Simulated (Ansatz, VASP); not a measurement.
**Te: VASP beside Ansatz**

Wanted: the spread between two codes on one cell, functional and k mesh. The cell is taken from a series of runs on this material, whose earlier steps may have relaxed, scaled, displaced or heated it; both programs get it as it stands.

Main program and level: Ansatz 0.2.0; plane waves, with VASP 6.6.1 beside it; G0W0 gap at PBE0 form with 20 % exact exchange with an exact-exchange share of 0.2.

## (1) The structure

Symmetry: P3_121, No. 152, trigonal system. Conventional cell: a = 4.457 Å, b = 4.457 Å, c = 5.929 Å, α = 90.00°, β = 90.00°, γ = 120.00°. Nearest to Te lie 2 Te at 2.84 Å.

Structure file:

```
Te
1.0
     4.45720    0.00000    0.00000
    -2.22860    3.86005    0.00000
     0.00000    0.00000    5.92900
Te
3
Direct
  0.26330 0.00000 0.33333
  0.00000 0.26330 0.66667
  0.73670 0.73670 0.00000
```

## (2) VASP: G0W0 gap, PBE0 form with 20 % exact exchange with an exact-exchange share of 0.2

Quasiparticle shifts depend on high empty states and on the cores, so they are the hardest test of two PAW sets.

Lines of VASP's logs that name or quote its potential files are left out, and so is its time.

The run reads the wave functions of an earlier VASP run, which isn't shown here.

INCAR

```
SYSTEM = Te
PREC = Accurate
ENCUT = 300
ISMEAR = 0
SIGMA = 0.01
LREAL = .FALSE.
LHFCALC = .TRUE.
AEXX = 0.2
GGA = PE
LASPH = .TRUE.
NBANDS = 448
PRECFOCK = Fast
ALGO = EVGW0
NELMGW = 1
ENCUTGW = 150
NOMEGA = 64
NBANDSGW = 32
LWAVE = .FALSE.
LCHARG = .FALSE.
```

POSCAR

```
Te
1.0
    4.4572000000      0.0000000000      0.0000000000
   -2.2286000000      3.8600484297      0.0000000000
    0.0000000000      0.0000000000      5.9290000000
Te
3
Direct
    0.2633000000      0.0000000000      0.3333333333
    0.0000000000      0.2633000000      0.6666666667
    0.7367000000      0.7367000000      0.0000000000
```

KPOINTS

```
Automatic mesh
0
Gamma
6 6 4
0 0 0
```

Potentials, in the order of the species: Te_GW (PBE family, release 64).

Launch:

```bash
$ mpirun -np 16 vasp_std
```

Numbers of over 12 decimals in the logs are rounded to 6 here.

The program printed:

```text
[banner, memory and clock lines left out]
running   16 mpi-ranks, on    1 nodes
 distrk:  each k-point on   16 cores,    1 groups
 distr:  one band on    1 cores,   16 groups

 POSCAR found type information on POSCAR Te
 POSCAR found :  1 types and       3 ions
|                                                                             |
|           W    W    AA    RRRRR   N    N  II  N    N   GGGG   !!!           |
|           W    W   A  A   R    R  NN   N  II  NN   N  G    G  !!!           |
|           W    W  A    A  R    R  N N  N  II  N N  N  G       !!!           |
|           W WW W  AAAAAA  RRRRR   N  N N  II  N  N N  G  GGG   !            |
|           WW  WW  A    A  R   R   N   NN  II  N   NN  G    G                |
|           W    W  A    A  R    R  N    N  II  N    N   GGGG   !!!           |
|                                                                             |
|     For optimal performance we recommend to set                             |
|       NCORE = 2 up to number-of-cores-per-socket                            |
|     NCORE specifies how many cores store one orbital (NPAR=cpu/NCORE).      |
|     This setting can greatly improve the performance of VASP for DFT.       |
|     The default, NCORE=1 might be grossly inefficient on modern             |
|     multi-core architectures or massively parallel machines. Do your        |
|     Unfortunately you need to use the default for GW and RPA                |
|     calculations (for HF NCORE is supported but not extensively tested      |
|     yet).                                                                   |
|                                                                             |

|                                                                             |
|           W    W    AA    RRRRR   N    N  II  N    N   GGGG   !!!           |
|           W    W   A  A   R    R  NN   N  II  NN   N  G    G  !!!           |
|           W    W  A    A  R    R  N N  N  II  N N  N  G       !!!           |
|           W WW W  AAAAAA  RRRRR   N  N N  II  N  N N  G  GGG   !            |
|           WW  WW  A    A  R   R   N   NN  II  N   NN  G    G                |
|           W    W  A    A  R    R  N    N  II  N    N   GGGG   !!!           |
|                                                                             |
|     The default for ENCUTGWSOFT is different in this version of VASP.       |
|     please manually set ENCUTGWSOFT =150 in the INCAR file.                 |
|                                                                             |

 LDA part: xc-table for (Slater+PW92), standard interpolation
 found WAVECAR, reading the header
 POSCAR, INCAR and KPOINTS ok, starting setup
 FFT: planning ... GRIDC
 FFT: planning ... GRID_SOFT
 FFT: planning ... GRID
 reading WAVECAR
 the WAVECAR file was read successfully
 initial charge from wavefunction
 available memory per node:      6.29 GB, setting MAXMEM to      6438

 The Fermi energy was updated, please check that it is located mid-gap
 values below the HOMO (VB) or above the LUMO (CB) will cause erroneous energies
 E-fermi :   5.8878

 calculate exact exchange contribution
 the WAVEDER file was read successfully
energies w=
    0.000    0.000    0.411    0.000    0.821    0.000    1.230    0.000
    1.635    0.000    2.037    0.000    2.435    0.000    2.829    0.000
    3.217    0.000    3.600    0.000    3.978    0.000    4.350    0.000
    4.718    0.000    5.080    0.000    5.438    0.000    5.792    0.000
    6.142    0.000    6.488    0.000    6.833    0.000    7.175    0.000
    7.517    0.000    7.858    0.000    8.199    0.000    8.541    0.000
    8.885    0.000    9.232    0.000    9.583    0.000    9.939    0.000
   10.301    0.000   10.670    0.000   11.048    0.000   11.435    0.000
   11.835    0.000   12.247    0.000   12.674    0.000   13.120    0.000
   13.585    0.000   14.073    0.000   14.586    0.000   15.129    0.000
   15.706    0.000   16.323    0.000   16.983    0.000   17.696    0.000
   18.469    0.000   19.311    0.000   20.236    0.000   21.259    0.000
   22.396    0.000   23.673    0.000   25.118    0.000   26.769    0.000
   28.677    0.000   30.909    0.000   33.555    0.000   36.746    0.000
   40.668    0.000   45.604    0.000   52.002    0.000   60.613    0.000
   72.811    0.000   91.387    0.000  123.045    0.000  188.906    0.000
 responsefunction array rank=     464
 LDA part: xc-table for (Slater+PW92), standard interpolation

 min. memory requirement per mpi rank    499.6 MB, per node   7993.0 MB

 allocating   4 responsefunctions rank=   464
 shmem allocating  64 responsefunctions rank=   464
 response function shared by NCSHMEM nodes    1
 Doing            4  frequencies on each core in blocks of           64
NQ=   1    0.0000    0.0000    0.0000,
|.........|.........|.........|.........|.........|.........|.........|.........
 performed       1826000 updates of chi_q(r,r)
 total number of BLAS operations       2945.01 Gflops
NQ=   2    0.1667    0.0000    0.0000,
|.........|.........|.........|.........|.........|.........|.........|.........
 performed       6232000 updates of chi_q(r,r)
 total number of BLAS operations       9707.89 Gflops
NQ=   3    0.3333    0.0000    0.0000,
|.........|.........|.........|.........|.........|.........|.........|.........
 performed      10638000 updates of chi_q(r,r)
 total number of BLAS operations      15985.70 Gflops
NQ=   4    0.5000    0.0000    0.0000,
|.........|.........|.........|.........|.........|.........|.........|.........
 performed      13496000 updates of chi_q(r,r)
 total number of BLAS operations      20096.40 Gflops
NQ=   5    0.1667    0.1667    0.0000,
|.........|.........|.........|.........|.........|.........|.........|.........
 performed      16984000 updates of chi_q(r,r)
 total number of BLAS operations      25137.99 Gflops
NQ=   6    0.3333    0.1667    0.0000,
|.........|.........|.........|.........|.........|.........|.........|.........
 performed      22250000 updates of chi_q(r,r)
 total number of BLAS operations      32359.46 Gflops
NQ=   7    0.3333    0.3333    0.0000,
|.........|.........|.........|.........|.........|.........|.........|.........
 performed      24362000 updates of chi_q(r,r)
 total number of BLAS operations      35340.96 Gflops
NQ=   8    0.0000    0.0000    0.2500,
|.........|.........|.........|.........|.........|.........|.........|.........
 performed      26818000 updates of chi_q(r,r)
 total number of BLAS operations      39008.94 Gflops
NQ=   9    0.1667    0.0000    0.2500,
|.........|.........|.........|.........|.........|.........|.........|.........
 performed      31224000 updates of chi_q(r,r)
 total number of BLAS operations      45618.30 Gflops
NQ=  10    0.0000    0.1667    0.2500,
|.........|.........|.........|.........|.........|.........|.........|.........
 performed      35630000 updates of chi_q(r,r)
 total number of BLAS operations      52227.65 Gflops
NQ=  11    0.3333    0.0000    0.2500,
|.........|.........|.........|.........|.........|.........|.........|.........
 performed      40036000 updates of chi_q(r,r)
 total number of BLAS operations      58745.74 Gflops
NQ=  12    0.0000    0.3333    0.2500,
|.........|.........|.........|.........|.........|.........|.........|.........
 performed      44442000 updates of chi_q(r,r)
 total number of BLAS operations      65263.83 Gflops
NQ=  13    0.5000    0.0000    0.2500,
|.........|.........|.........|.........|.........|.........|.........|.........
 performed      48848000 updates of chi_q(r,r)
 total number of BLAS operations      71482.28 Gflops
NQ=  14    0.1667    0.1667    0.2500,
|.........|.........|.........|.........|.........|.........|.........|.........
 performed      54114000 updates of chi_q(r,r)
 total number of BLAS operations      79236.52 Gflops
NQ=  15    0.3333    0.1667    0.2500,
|.........|.........|.........|.........|.........|.........|.........|.........
 performed      59380000 updates of chi_q(r,r)
 total number of BLAS operations      86811.07 Gflops
NQ=  16   -0.1667    0.5000    0.2500,
|.........|.........|.........|.........|.........|.........|.........|.........
 performed      64646000 updates of chi_q(r,r)
 total number of BLAS operations      94385.62 Gflops
NQ=  17    0.3333    0.3333    0.2500,
|.........|.........|.........|.........|.........|.........|.........|.........
 performed      67446000 updates of chi_q(r,r)
 total number of BLAS operations      98451.93 Gflops
NQ=  18    0.0000    0.0000    0.5000,
|.........|.........|.........|.........|.........|.........|.........|.........
 performed      69272000 updates of chi_q(r,r)
 total number of BLAS operations     101178.16 Gflops
NQ=  19    0.1667    0.0000    0.5000,
|.........|.........|.........|.........|.........|.........|.........|.........
 performed      73678000 updates of chi_q(r,r)
 total number of BLAS operations     107879.42 Gflops
NQ=  20    0.3333    0.0000    0.5000,
|.........|.........|.........|.........|.........|.........|.........|.........
 performed      78084000 updates of chi_q(r,r)
 total number of BLAS operations     114157.23 Gflops
NQ=  21    0.5000    0.0000    0.5000,
|.........|.........|.........|.........|.........|.........|.........|.........
 performed      80942000 updates of chi_q(r,r)
 total number of BLAS operations     118114.27 Gflops
NQ=  22    0.1667    0.1667    0.5000,
|.........|.........|.........|.........|.........|.........|.........|.........
 performed      84430000 updates of chi_q(r,r)
 total number of BLAS operations     123227.29 Gflops
NQ=  23    0.3333    0.1667    0.5000,
|.........|.........|.........|.........|.........|.........|.........|.........
 performed      89696000 updates of chi_q(r,r)
 total number of BLAS operations     130945.43 Gflops
NQ=  24    0.3333    0.3333    0.5000,
|.........|.........|.........|.........|.........|.........|.........|.........
 performed      91808000 updates of chi_q(r,r)
 total number of BLAS operations     133842.34 Gflops
 resolving degeneracies of screened two electron integrals

 calculate QP shifts <psi_nk| G(iteration)W_0 |psi_nk>: iteration 1
 entering main loop
```

From OUTCAR (step 2):

```text
ion  position               nearest neighbor table
   1  0.263  0.000  0.333-   3 2.84   2 2.84   3 3.49   3 3.49   2 3.49   2 3.49
   2  0.000  0.263  0.667-   3 2.84   1 2.84   3 3.49   3 3.49   1 3.49   1 3.49
   3  0.737  0.737  0.000-   2 2.84   1 2.84   1 3.49   2 3.49   2 3.49   1 3.49

  LATTYP: Found a hexagonal cell.
 ALAT       =     4.4572000000
 C/A-ratio  =     1.3302073050

 Subroutine GETGRP returns: Found  6 space group operations
 (whereof  2 operations were pure point group operations)

The static configuration has the point symmetry C_2 .
 The point group associated with its full space group is D_3 .

 Found     24 irreducible k-points:

   k-points           NKPTS =     24   k-points in BZ     NKDIM =    144   number of bands    NBANDS=    448

   dimension x,y,z NGX =    28 NGY =   28 NGZ =   36
   dimension x,y,z NGXF=    56 NGYF=   56 NGZF=   72

   ENCUT  =  300.0 eV  22.05 Ry    4.70 a.u.   6.29  6.29  8.37*2*pi/ulx,y,z

   NELECT =      18.0000    total number of electrons

  energy-cutoff  :      300.00
  volume of cell :      102.01
      direct lattice vectors                 reciprocal lattice vectors
     4.457200000  0.000000000  0.000000000     0.224356098  0.129532054  0.000000000
    -2.228600000  3.860048430  0.000000000     0.000000000  0.259064107  0.000000000
     0.000000000  0.000000000  5.929000000     0.000000000  0.000000000  0.168662506

 k-points in reciprocal lattice and weights: Automatic mesh
   0.00000000  0.00000000  0.00000000       0.007
   0.16666667  0.00000000  0.00000000       0.042
   0.33333333  0.00000000  0.00000000       0.042
   0.50000000  0.00000000  0.00000000       0.021
   0.16666667  0.16666667  0.00000000       0.042
   0.33333333  0.16666667  0.00000000       0.083
   0.33333333  0.33333333  0.00000000       0.014
   0.00000000  0.00000000  0.25000000       0.014
   0.16666667  0.00000000  0.25000000       0.042
[...]
0.33333333  0.16666667  0.50000000       0.083
   0.33333333  0.33333333  0.50000000       0.014

 E-fermi :   5.8878

 QP shifts <psi_nk| G(iteration)W_0 |psi_nk>: iteration 1
 for sc-GW calculations column KS-energies equals QP-energies in previous step
 and V_xc(KS)=  KS-energies - (<T + V_ion + V_H > + <T+V_H+V_ion>^1  + <V_x>^1)
 k-point   1 :       0.0000    0.0000    0.0000
  band No.  KS-energies  QP-energies   sigma(KS)   V_xc(KS)     V^pw_x(r,r')   Z            occupation Imag(sigma)
    ...
      6       2.4390       2.5146     -11.3595     -11.4610     -12.6374       0.7449       2.0000       0.0676
      7       3.5390       3.5793     -10.8629     -10.9175     -12.3426       0.7386       2.0000       0.0635
      8       3.5390       3.5793     -10.8629     -10.9175     -12.3426       0.7386       2.0000       0.0635
      9       4.5124       4.5076     -11.1048     -11.0983     -12.3321       0.7513       2.0000       0.0486
     10       7.3373       7.0298     -10.4777     -10.0692      -6.9371       0.7527       0.0000      -0.0646
     11       7.3373       7.0298     -10.4777     -10.0692      -6.9371       0.7527       0.0000      -0.0646
     12       8.0473       7.6956     -10.2630      -9.7928      -6.3746       0.7481       0.0000      -0.0743
     13      11.3999      10.8693      -8.2932      -7.6081      -3.9219       0.7745       0.0000      -0.1120
    ...

 k-point   2 :       0.1667    0.0000    0.0000
  band No.  KS-energies  QP-energies   sigma(KS)   V_xc(KS)     V^pw_x(r,r')   Z            occupation Imag(sigma)
    ...
      6       2.0062       2.1185     -10.9965     -11.1509     -12.8729       0.7275       2.0000       0.1104
      7       3.9987       4.0093     -11.1725     -11.1867     -12.2572       0.7509       2.0000       0.0484
      8       4.3647       4.3562     -11.1837     -11.1724     -12.2370       0.7528       2.0000       0.0456
      9       4.5325       4.5102     -11.1270     -11.0974     -12.0533       0.7570       2.0000       0.0428
     10       7.1408       6.8496     -10.2515      -9.8694      -6.8677       0.7620       0.0000      -0.0604
     11       7.2591       6.9570     -10.3306      -9.9318      -6.8737       0.7575       0.0000      -0.0625
     12       7.9233       7.5782     -10.2098      -9.7505      -6.4480       0.7512       0.0000      -0.0712
     13      10.8520      10.3211      -7.9914      -7.3059      -3.6643       0.7745       0.0000      -0.1015
    ...

 k-point   3 :       0.3333    0.0000    0.0000
  band No.  KS-energies  QP-energies   sigma(KS)   V_xc(KS)     V^pw_x(r,r')   Z            occupation Imag(sigma)
    ...
      6       1.4657       1.6265     -10.7355     -10.9594     -13.0078       0.7185       2.0000       0.1597
      7       2.8287       2.9043     -10.5967     -10.6995     -12.1012       0.7358       2.0000       0.0814
      8       4.2706       4.2566     -11.0554     -11.0369     -11.9418       0.7559       2.0000       0.0420
      9       4.4648       4.4482     -11.2052     -11.1833     -12.2093       0.7555       2.0000       0.0446
     10       7.2058       6.8949     -10.1246      -9.7173      -6.7295       0.7633       0.0000      -0.0610
     11       7.4093       7.0922     -10.0645      -9.6485      -6.5416       0.7623       0.0000      -0.0637
     12       9.2368       8.8421     -10.9318     -10.3946      -6.8609       0.7348       0.0000      -0.1128
     13       9.7902       9.2752      -7.8360      -7.1774      -3.7688       0.7820       0.0000      -0.0818
    ...

 k-point   4 :       0.5000    0.0000    0.0000
  band No.  KS-energies  QP-energies   sigma(KS)   V_xc(KS)     V^pw_x(r,r')   Z            occupation Imag(sigma)
    ...
      6       1.4984       1.6570     -10.6703     -10.8912     -12.9403       0.7178       2.0000       0.1555
      7       1.5597       1.7372     -10.2990     -10.5462     -12.5954       0.7180       2.0000       0.1765
      8       4.1856       4.1702     -10.8968     -10.8764     -11.7967       0.7558       2.0000       0.0424
      9       4.4497       4.4325     -11.2054     -11.1827     -12.1715       0.7561       2.0000       0.0440
     10       7.1967       6.8782     -10.0572      -9.6414      -6.6872       0.7659       0.0000      -0.0602
     11       7.3279       7.0137      -9.9997      -9.5882      -6.5358       0.7635       0.0000      -0.0623
     12       9.3831       8.8737      -7.7992      -7.1502      -3.8378       0.7849       0.0000      -0.0764
     13      10.2906       9.8219     -11.2419     -10.5922      -6.6167       0.7216       0.0000      -0.1995
    ...

[... 4 further parts left out ...]
```

[end of part 1 of 2]

[Lines on the potential files, build, host, timing and source positions are cut from VASP's logs without a mark.]

[Logs are printed without paths, hosts, clocks, repeated set-up lines and the standing remarks that a program may print on its own settings, such as how far it seeks lower states.]

[Hosts, paths, dates, database ids (printed as entryN), source tags and the programs' standing remarks are cut or masked in the printed files.]
